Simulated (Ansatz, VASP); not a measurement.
# Cross-check of AlSbTe3 between VASP and Ansatz, part 2 of 2

Aim: how closely do two programs agree when they are given the same cell, functional and k mesh? The cell is generated by rule, not measured, and may not be a known phase. The cell is taken from a series of runs on this material, whose earlier steps may have relaxed, scaled, displaced or heated it; both programs get it as it stands.

VASP 6.6.1 and Ansatz 0.2.0.

So far: The structure; VASP: relaxation of cell and atoms, LDA.

### 3. Ansatz: relaxation of cell and atoms, LDA

Level of this step: Ansatz beside VASP: Kohn-Sham DFT, plane waves, LDA (Ansatz).

Ansatz runs on norm-conserving files, of PseudoDojo where its log says so.

The same cell, functional (in two slightly different forms), mesh and smearing now go to Ansatz, which takes its cutoff from its data sets.

input.yaml

```yaml
crystal:
  lattice:
    - [5.1811739481, 0.0, 0.0]
    - [0.0, 5.1811739481, 0.0]
    - [0.0, 0.0, 5.1811739481]
  atoms:
    - { symbol: Sb, position: [0.0, 0.0, 0.0] }
    - { symbol: Al, position: [0.5, 0.5, 0.5] }
    - { symbol: Te, position: [0.5, 0.5, 0.0] }
    - { symbol: Te, position: [0.5, 0.0, 0.5] }
    - { symbol: Te, position: [0.0, 0.5, 0.5] }
kpoints:
  mp_grid: { grid: [6, 6, 6] }
hamiltonian:
  xc: lda
  pseudopotentials: { kind: nc, accuracy: standard }
scf:
  occupations: { method: gaussian, width: 0.1 }
output:
  forces: true
  stress: true
  eigenvalues: true
relax:
  adjacent_minimum: "off"
  f_tol: 0.003
  max_steps: 80
  cell: { stress_tol: 0.03 }
```

Started as:

```sh
> ansatz run input.yaml --threads 4 --pin off --max-ram 8192MiB --backend cpu --events-out ev --progress --plain --runs-dir out
```

Output:

```text
Engine: ansatz 0.2.0, x86_64-unknown-linux-gnu
Pseudopotentials: kind: nc
Pseudopotential: Sb, nc, valence charge 15, recommended cutoff 1142.878222 eV (normal), Sb.nc.azcp (PseudoDojo's, or run here from an input of PseudoDojo's; its table is named by hamiltonian.pseudopotentials.accuracy)
Pseudopotential: Al, nc, valence charge 3, recommended cutoff 598.650497 eV (normal), Al.nc.azcp (PseudoDojo's, or run here from an input of PseudoDojo's; its table is named by hamiltonian.pseudopotentials.accuracy)
Pseudopotential: Te, nc, valence charge 16, recommended cutoff 1120 eV (normal), Te.nc.azcp (PseudoDojo's, or run here from an input of PseudoDojo's; its table is named by hamiltonian.pseudopotentials.accuracy)
Functional definition: SPW92
  exchange = slater_x
  correlation = pw_c
Crystal: 5 atoms, lattice volume = 139.086 Å³
Basis set: ecut = 1142.878222 eV, 12149 PW (Γ)
Bands: 40, of which v1, the nominal top of the filled ones, is band 33 counted from 1 (32 counted from 0)
Symmetry: 48 space group operations
Space group: Pm-3m (ITA 221), of the structure as read, at distance tolerance 5.2e-5 Å
k-points: 20 of 216
Non-local potential: Sb, projectors of the file, l = 0: 2, l = 1: 2, l = 2: 2
Non-local potential: Al, projectors of the file, l = 0: 2, l = 1: 2, l = 2: 2
Non-local potential: Te, projectors of the file, l = 0: 3, l = 1: 2, l = 2: 2, l = 3: 2
Initial density: superposition of atomic densities (chi_scale 0.1, normalization cell, long waves kept (reshape's long-wave potential 0.00 eV rms))
Initial wavefunctions: pseudopotential atomic-orbital guess
Functional: x = slater, c = lda
SCF iter   1: F=—  HF=-11067.270378 eV  |F-HF|=—  |Δ(HF+E_count)|=         —  Δρ=2.20e-2  dr2=1.93e0  ethr=3.10e-3  ⟨swp⟩=7.8  Hψ=3457  notcnv=0  defer=1
preconditioner: auto → Kerker (q_TF=auto, 2.410 Å⁻¹)  [metal: Δε(μ)=0.058 eV  Ē_g=8.237 eV  σ=0.100 eV  W_gap=0.31  n_scr=26 (ndim 8)  ℏωp=16.1 eV  f_vac=0.000  D(μ)=5.18/eV (n_scr^D=32)]
SCF iter   2: F=—  HF=-11066.980920 eV  |F-HF|=—  |Δ(HF+E_count)|=   2.89e-1  Δρ=1.27e-2  dr2=5.65e-1  ethr=2.93e-3  ⟨swp⟩=1.2  Hψ=966  notcnv=0  defer=2
SCF iter   3: F=—  HF=-11066.845396 eV  |F-HF|=—  |Δ(HF+E_count)|=   1.36e-1  Δρ=1.85e-3  dr2=9.24e-3  ethr=8.56e-4  ⟨swp⟩=3.0  Hψ=1028  notcnv=0  defer=25
SCF iter   4: F=—  HF=-11066.846634 eV  |F-HF|=—  |Δ(HF+E_count)|=   1.24e-3  Δρ=6.82e-4  dr2=5.82e-4  ethr=1.40e-5  ⟨swp⟩=2.4  Hψ=1622  notcnv=0  defer=25
SCF iter   5: F=—  HF=-11066.846534 eV  |F-HF|=—  |Δ(HF+E_count)|=   9.94e-5  Δρ=3.62e-4  dr2=1.75e-4  ethr=8.82e-7  ⟨swp⟩=2.0  Hψ=1435  notcnv=0  defer=25
SCF iter   6: F=—  HF=-11066.846452 eV  |F-HF|=—  |Δ(HF+E_count)|=   8.29e-5  Δρ=1.18e-4  dr2=2.07e-5  ethr=2.65e-7  ⟨swp⟩=2.5  Hψ=1237  notcnv=0  defer=25
SCF iter   7: F=—  HF=-11066.846239 eV  |F-HF|=—  |Δ(HF+E_count)|=   2.12e-4  Δρ=2.05e-5  dr2=6.65e-7  ethr=3.14e-8  ⟨swp⟩=2.0  Hψ=1433  notcnv=0  defer=26
SCF iter   8: F=-11066.846239 eV  HF=-11066.846239 eV  |F-HF|=1.35e-9  |Δ(HF+E_count)|=   1.14e-7  Δρ=3.91e-6  dr2=2.79e-8  ethr=1.52e-10  ⟨swp⟩=15.5  Hψ=4819  notcnv=0
SCF 1 converged in 8 iterations: F = -11066.846239 eV  dr2 = 2.79e-8
relax step   1: F+E_penalty+E_count = -11066.84623936 eV  Δ(F+E_penalty+E_count) = +0.000e0 eV  max|allowed force component| = 3.253e-28 eV/Å  Δτ_max = 0.0000 Å  P = -0.014 GPa  Ω = 139.086 Å³  (8 SCF iters, dr2 threshold 1.00e-7 eV, accepted)
Initial density: handed on by an earlier stage of this run
Initial wavefunctions: pseudopotential atomic-orbital guess (no wavefunctions were taken with the density)
iter 1 solved again at ethr=7.87e-7 eV; its pass at ethr=3.10e-3 eV (dr2=5.19e-4 eV) is discarded
SCF iter   1: F=—  HF=-11066.846449 eV  |F-HF|=—  |Δ(HF+E_count)|=         —  Δρ=4.65e-6  dr2=4.10e-8  ethr=7.87e-7  ⟨swp⟩=4.0  Hψ=5893  notcnv=0
eigensolver tolerance schedule: the retry pair's looser diagonalisation over-reported the residual by 12661.11 of it (diagonalisation noise at an unbounded share of the residual, at the tolerance the schedule requests for it); recorded, not acted on — ethr = c·dr2/N_el stays at c = 1.0e-1
preconditioner: auto → Kerker (q_TF=auto, 2.410 Å⁻¹)  [metal: Δε(μ)=0.029 eV  Ē_g=8.204 eV  σ=0.100 eV  W_gap=0.16  n_scr=26 (ndim 8)  ℏωp=16.1 eV  f_vac=0.000  D(μ)=4.46/eV (n_scr^D=26)]
SCF iter   2: F=—  HF=-11066.846239 eV  |F-HF|=—  |Δ(HF+E_count)|=   2.10e-4  Δρ=3.10e-6  dr2=1.62e-8  ethr=6.21e-11  ⟨swp⟩=5.0  Hψ=2905  notcnv=0
SCF iter   3: F=—  HF=-11066.846239 eV  |F-HF|=—  |Δ(HF+E_count)|=  6.66e-10  Δρ=1.80e-6  dr2=6.30e-9  ethr=2.46e-11  ⟨swp⟩=1.6  Hψ=824  notcnv=0
SCF iter   4: F=—  HF=-11066.846239 eV  |F-HF|=—  |Δ(HF+E_count)|=  6.35e-10  Δρ=3.23e-7  dr2=2.18e-10  ethr=9.55e-12  ⟨swp⟩=1.9  Hψ=890  notcnv=0
SCF iter   5: F=—  HF=-11066.846239 eV  |F-HF|=—  |Δ(HF+E_count)|=  5.28e-11  Δρ=2.03e-7  dr2=7.47e-11  ethr=1.00e-12  ⟨swp⟩=2.0  Hψ=953  notcnv=0
SCF iter   6: F=-11066.846239 eV  HF=-11066.846239 eV  |F-HF|=1.09e-11  |Δ(HF+E_count)|=  2.18e-11  Δρ=7.78e-8  dr2=1.29e-11  ethr=1.00e-12  ⟨swp⟩=10.9  Hψ=5475  notcnv=0
SCF 2 converged in 6 iterations: F = -11066.846239 eV  dr2 = 1.29e-11
relax step   2: F+E_penalty+E_count = -11066.84623936 eV  Δ(F+E_penalty+E_count) = -1.855e-9 eV  max|allowed force component| = 4.013e-28 eV/Å  Δτ_max = 0.0000 Å  P = -0.014 GPa  Ω = 139.086 Å³  stress off target by 1.39e-2 GPa  SCF on the basis re-selected at this cell (its energy is not comparable with the rows above)  (6 SCF iters)
basis re-selected at this cell: Δ(F+E_penalty+E_count) = -1.855e-9 eV, ΔP = +0.000 GPa vs the last step (what re-selecting the basis moved, of the pressure what is left beyond the Pulay correction that the steps carried, after the strain that the cell walked since its last selection, with what the two solves' SCF thresholds leave and, on support functions, any second-order correction that the steps lacked; it is no m [...]
SCF converged after 6 iterations
Free energy (F): -11066.846239 eV
Harris-Foulkes:  -11066.846239 eV  (|F-HF|=1.09e-11)
Internal energy: -11066.823926 eV  (E = F + TS)
E sigma→0 (E₀):  -11066.835083 eV
Entropy (-TS):   -0.022313 eV (-4.463 meV/atom)
Fermi energy:    9.538868 eV
--- Per-component energies (eV) ---
  E_band       = -903.652874
  E_kinetic    = 6105.758231
  E_local      = -7881.575230  (includes V_loc(G=0)·N_el)
  E_nonlocal   = -2864.510544
  E_hartree    = 2685.233329
  E_xc         = -2613.404151
  E_vxc        = -1633.792094  (∫ρ·V_xc dr)
  E_ewald      = -6498.325560
  E_smearing   = -0.022313  (= −TS)
  E_closure    = -0.000000  (closes the sum)
  Σ components = -11066.846239   (vs F -11066.846239, Δ=0.00e0)
--- Forces (eV/Å), atoms counted from 1 ---
  atom   1  Sb     0.00000000    -0.00000000     0.00000000
  atom   2  Al     0.00000000    -0.00000000     0.00000000
  atom   3  Te     0.00000000    -0.00000000     0.00000000
  atom   4  Te     0.00000000    -0.00000000     0.00000000
  atom   5  Te     0.00000000     0.00000000     0.00000000
  max |Σ_I F_I| component: 1.64e-27 eV/Å
--- Stress (GPa, compression-positive) ---
       -0.013874       0.000000       0.000000
        0.000000      -0.013874       0.000000
        0.000000       0.000000      -0.013874
  P = ⅓ Tr σ = -0.0139 GPa (-0.139 kbar)
--- Band table (eV; the first three rows and the last of 20) ---
  k-point 0: bands = [... 29 lower, 7.9499, 8.2955, 8.5494, 8.5494, 8.5494, 11.7221, 11.7221, 11.7221, ... 3 higher]
  k-point 1: bands = [... 29 lower, 7.6883, 8.3084, 8.4708, 8.4708, 9.4808, 11.0863, 11.3967, 11.3967, ... 3 higher]
  k-point 2: bands = [... 29 lower, 7.1649, 7.9116, 8.6842, 8.6842, 9.7978, 10.7455, 10.7455, 11.0073, ... 3 higher]
  k-point 19: bands = [... 29 lower, 8.6426, 10.4479, 10.4479, 10.4479, 11.2853, 11.2853, 11.2853, 12.6034, ... 3 higher]
--- Relaxed structure (1 steps of the walk, 1 accepted, 1 SCFs on fresh bases) ---
  F+E_penalty+E_count = -11066.84623936 eV   max|allowed force component| = 4.013e-28 eV/Å   (the final SCF, on the basis selected at the relaxed cell)
  cell:  # Å, volume = 139.0864 Å³
    - [5.1811739481, 0.0, 0.0]
    - [0.0, 5.1811739481, 0.0]
    - [0.0, 0.0, 5.1811739481]
  atoms:
    - { symbol: Sb, position: [0.0, 0.0, 0.0] }
    - { symbol: Al, position: [0.5, 0.5, 0.5] }
    - { symbol: Te, position: [0.5, 0.5, 0.0] }
    - { symbol: Te, position: [0.5, 0.0, 0.5] }
    - { symbol: Te, position: [0.0, 0.5, 0.5] }
```

### 4. Side by side

Known differences besides the potentials themselves: the data sets hold 66 valence electrons in Ansatz (on norm-conserving files, of PseudoDojo where its log says so) and 26 in VASP; the cutoff is 1142.88 eV in Ansatz and 500 eV in VASP; VASP's log shows a relativistic correction to its local exchange, Ansatz's none; Ansatz adds a Pulay correction to the stress that steers its cell, VASP none. Total energies have different zeros and are not compared.

The two programs side by side:

```tsv
quantity	Ansatz	VASP	difference
volume (Å³)	139.09	139.56	-0.34 %
edge a after relaxation, in the typed setting (Å)	5.181	5.187	-0.11 %
```

### 5. Ansatz: zone-centre phonons, LDA

Second derivatives magnify differences that forces hide, and they need a tight electronic threshold.

The cell is taken from a series of runs on this material, whose earlier steps may have relaxed, scaled, displaced or heated it; both programs get it as it stands.

input.yaml

```yaml
crystal:
  lattice:
    - [5.1996304422, 0.0, 0.0]
    - [0.0, 5.1996304422, 0.0]
    - [0.0, 0.0, 5.1996304422]
  atoms:
    - { symbol: Sb, position: [0.0, 0.0, 0.0] }
    - { symbol: Al, position: [0.5, 0.5, 0.5] }
    - { symbol: Te, position: [0.5, 0.5, 0.0] }
    - { symbol: Te, position: [0.5, 0.0, 0.5] }
    - { symbol: Te, position: [0.0, 0.5, 0.5] }
kpoints:
  mp_grid: { grid: [4, 4, 4] }
hamiltonian:
  xc: lda
  pseudopotentials: { kind: nc, accuracy: standard }
scf:
  occupations: { method: gaussian, width: 0.27211 }
output:
  eigenvalues: true
phonons:
  method: dfpt
```

Output:

```text
zone centre: on kpoints.mp_grid the ground state, and the responses unless they are solved on pairs of k-points, stand on 27 of the mesh's 64 k-points, reduced under 8 symmetry operations, with k and −k counted as one. Each operation leaves every solved displacement unchanged or reverses it
[...]
Crystal: 5 atoms, lattice volume = 140.578 Å³
[...]
k mesh reduced under 8 symmetry operations, with k and −k counted as one. Each operation leaves every solved displacement unchanged or reverses it
  ASR residual: 1.589e-4 → 0.000e0 eV/Å²; symmetrization residual: 6.008e-5 eV/Å²
  ASR residual per site (eV/Å²): 1.59e-4 9.22e-7 2.77e-5 2.77e-5 2.77e-5
  Γ frequencies (cm⁻¹): -95.11 -95.11 -95.11 -54.44 -54.44 -54.44 0.00 0.00 0.00 20.47 20.47 20.47 310.41 310.41 310.41
  non-analytic LO–TO correction: not included (Born effective charges unavailable; polar crystals: no LO–TO splitting at Γ)
[key lines of the parts left out:]
SCF converged after 11 iterations
Free energy (F): -11066.868729 eV
Fermi energy:    9.324003 eV
```

### 6. VASP: zone-centre phonons, LDA

The same cell, functional (in two slightly different forms), mesh and smearing now go to VASP, with its own data sets.

INCAR

```
SYSTEM = AlSbTe3
PREC = Accurate
ENCUT = 500
EDIFF = 1E-08
NELM = 120
ISMEAR = 0
SIGMA = 0.27211
LREAL = .FALSE.
ALGO = Normal
GGA = PW92
NBANDS = 19
LORBIT = 11
LWAVE = .FALSE.
LCHARG = .FALSE.
ISIF = 2
IBRION = 8
LASPH = .TRUE.
GGA_COMPAT = .FALSE.
KPAR = 2
```

POSCAR

```
AlSbTe3
1.0
    5.1996304422      0.0000000000      0.0000000000
    0.0000000000      5.1996304422      0.0000000000
    0.0000000000      0.0000000000      5.1996304422
Sb Al Te
1 1 3
Direct
    0.0000000000      0.0000000000      0.0000000000
    0.5000000000      0.5000000000      0.5000000000
    0.5000000000      0.5000000000      0.0000000000
    0.5000000000      0.0000000000      0.5000000000
    0.0000000000      0.5000000000      0.5000000000
```

KPOINTS

```
Automatic mesh
0
Gamma
4 4 4
0 0 0
```

Potentials, in the order of the species: Sb, Al and Te (LDA family, release 64).

Started as:

```sh
> mpirun -np 2 vasp_std
```

Output:

```text
[banner, memory and clock lines left out]
running    2 mpi-ranks, on    1 nodes
[...]
[... a notice as in an earlier step ...]

 LDA part: xc-table for (Slater(with rela. corr.)+PW92), standard interpolation
 POSCAR, INCAR and KPOINTS ok, starting setup
[...]
entering main loop
       N       E                     dE             d eps       ncg     rms          rms(c)
DAV:   1     0.109351693595E+03    0.10935E+03   -0.91302E+03   380   0.105E+03
DAV:   2    -0.116023863428E+02   -0.12095E+03   -0.11884E+03   515   0.163E+02
DAV:   3    -0.193773170355E+02   -0.77749E+01   -0.76144E+01   444   0.458E+01
DAV:   4    -0.195463215624E+02   -0.16900E+00   -0.16862E+00   450   0.751E+00
[...]
DAV:  12    -0.190671611079E+02    0.47637E-06   -0.43602E-06   410   0.106E-02    0.377E-03
DAV:  13    -0.190671611278E+02   -0.19921E-07   -0.20935E-07   426   0.260E-03    0.163E-03
DAV:  14    -0.190671611249E+02    0.29113E-08   -0.15744E-08   240   0.728E-04
   1 F= -.19067161E+02 E0= -.18992206E+02  d E =-.149910E+00
[...]
RMM:  10    -0.532836074598E-01    0.39230E-07   -0.51129E-09  1741   0.358E-05    0.783E-06
RMM:  11    -0.532836224131E-01   -0.14953E-07    0.25547E-08  1634   0.278E-05    0.305E-06
RMM:  12    -0.532836213105E-01    0.11026E-08    0.19100E-08  1271   0.266E-05    0.203E-07
 first order change of Fermi-energy  -0.10822E-03
 force on displaced ion       3 direction 1 :   1.188   0.000   0.000
 Linear response progress:
  Degree of freedom:   4/  4
       N       E                     dE             d eps       ncg     rms          rms(c)
RMM:   1    -0.560260304265E-01   -0.56026E-01    0.82794E-02  1501   0.967E-01
RMM:   2    -0.541935803689E-01    0.18325E-02   -0.30726E-03  1038   0.252E-01    0.154E-01
RMM:   3    -0.541905916961E-01    0.29887E-05   -0.35194E-04  1058   0.744E-02    0.951E-02
RMM:   4    -0.543174780556E-01   -0.12689E-03   -0.13549E-04  1080   0.402E-02    0.826E-03
[...]
RMM:  10    -0.542901316445E-01   -0.83351E-07   -0.21168E-08  1171   0.656E-05    0.114E-05
RMM:  11    -0.542901620093E-01   -0.30365E-07   -0.25959E-08  1188   0.480E-05    0.623E-06
RMM:  12    -0.542901694307E-01   -0.74213E-08   -0.13434E-09  1102   0.450E-05    0.147E-06
 first order change of Fermi-energy  -0.50791E-04
 force on displaced ion       3 direction 3 :   0.000   0.000 -12.656
 Linear response finished
```

OUTCAR, selected parts (step 6):

```text
  Total       -0.0957912     -0.0957912     -0.0957912     -0.0000000     -0.0000000     -0.0000000
  in kB       -1.0917389     -1.0917389     -1.0917389     -0.0000000     -0.0000000     -0.0000000
  external PRESSURE =      -1.0917389 kB  Pullay stress =       0.0000000 kB

 POSITION                                       TOTAL-FORCE (eV/Angst)
 -----------------------------------------------------------------------------------
      0.00000      0.00000      0.00000         0.000000      0.000000      0.000000
      2.59982      2.59982      2.59982         0.000000      0.000000      0.000000
      2.59982      2.59982      0.00000         0.000000      0.000000      0.000000
      2.59982      0.00000      2.59982         0.000000      0.000000      0.000000
      0.00000      2.59982      2.59982         0.000000      0.000000      0.000000
 -----------------------------------------------------------------------------------
    total drift:                                0.000000     -0.000000     -0.000000

[... 2 further parts left out ...]
```

### 7. Differences

What differs besides the data sets and the points named for the pairs above, as far as they apply: the data sets hold 66 valence electrons in Ansatz (on norm-conserving files, of PseudoDojo where its log says so) and 26 in VASP. Total energies have different zeros and are not compared.

The two programs side by side:

```tsv
quantity	Ansatz	VASP	difference
optical mode 1 to 3 (imaginary, printed as negative) (cm⁻¹)	-95.1	-95.0	-0.1
optical mode 4 to 6 (imaginary, printed as negative) (cm⁻¹)	-54.4	-53.9	-0.5
optical mode 7 to 9 (cm⁻¹)	20.5	19.9	+0.6
optical mode 10 to 12 (cm⁻¹)	310.4	315.2	-1.52 %
```

Modes are paired by rising frequency, not by their patterns, so a pair may set unlike modes beside each other; they are those without the splitting of longitudinal modes.

### 8. Results

```yaml
difference_in_volume_relaxation_of_cell_and_atoms_lda: -0.34 %
r_m_s_difference_of_the_optical_zone_centre_modes_each_program_s_sorted_by_frequency_zone_centre_phonons_lda: 2.4 cm⁻¹
difference_in_optical_mode_10_to_12_zone_centre_phonons_lda: -1.5 %
```

The difference in volume is -0.34 % (relaxation of cell and atoms, LDA), within the 1.2 % picked in this series as the mark of a large difference, as far as the stopping tolerances let one tell. The data sets hold unlike numbers of valence electrons (66 in Ansatz and 26 in VASP), so part of the differences may come from the potentials. Among the rows given in per cent, the largest difference of the zone-centre phonons, LDA pair is in optical mode 10 to 12, -1.5 %. 1 further pair of this series is not shown here. Such differences can come from data sets, numerical settings and the points named under the comparisons, not from the functional's error against experiment.

[Lines on the potential files, build, host, timing and source positions are cut from VASP's logs without a mark.]

[Logs are printed without paths, hosts, clocks, repeated set-up lines and the standing remarks that a program may print on its own settings, such as how far it seeks lower states.]

[Hosts, paths, dates, database ids (printed as entryN), source tags and the programs' standing remarks are cut or masked in the printed files.]
